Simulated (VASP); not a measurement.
Given:

```
RbBr
1.0
    6.84278     0.00000     0.00000
    0.00000     9.67715     0.00000
    0.00000     0.00000    21.33110
Rb Br
8 8
Direct
  0.00000   0.62500   0.44272
  0.50000   0.37500   0.32816
  0.50000   0.87500   0.32816
  0.00000   0.12500   0.44272
  0.00000   0.12500   0.67184
  0.50000   0.87500   0.55728
  0.50000   0.37500   0.55728
  0.00000   0.62500   0.67184
  0.00000   0.87500   0.32816
  0.50000   0.12500   0.44272
  0.50000   0.62500   0.44272
  0.00000   0.37500   0.32816
  0.00000   0.37500   0.55728
  0.50000   0.62500   0.67184
  0.50000   0.12500   0.67184
  0.00000   0.87500   0.55728
```

The numbers are results of LDA (Ceperley-Alder, Perdew-Zunger), VASP's LDA PAW potentials (set 64) (plane waves; VASP), not measurements. Run with LREAL = Auto, 300 eV cut-off, 3×3×1 Γ-centred mesh, Gaussian smearing of 0.10 eV, potentials Rb_sv Br.

The cell holds a wide vacuum, so values per volume refer to the whole cell.

Question: Predict the energy per atom (σ→0), band gap (on the k-mesh) with the smallest direct gap where there is one.

Answer: 
| Item | Result |
|---|---|
| band gap (on the k-mesh) | 3.50 eV |
| smallest direct gap (on the k-mesh) | 3.50 eV |
| energy per atom (σ→0) | -3.199 eV/atom |

Total energies compare only between runs with the same potentials, cut-off and functional.

The cell is a sheet with vacuum, built from a database entry that may be metastable or hypothetical.
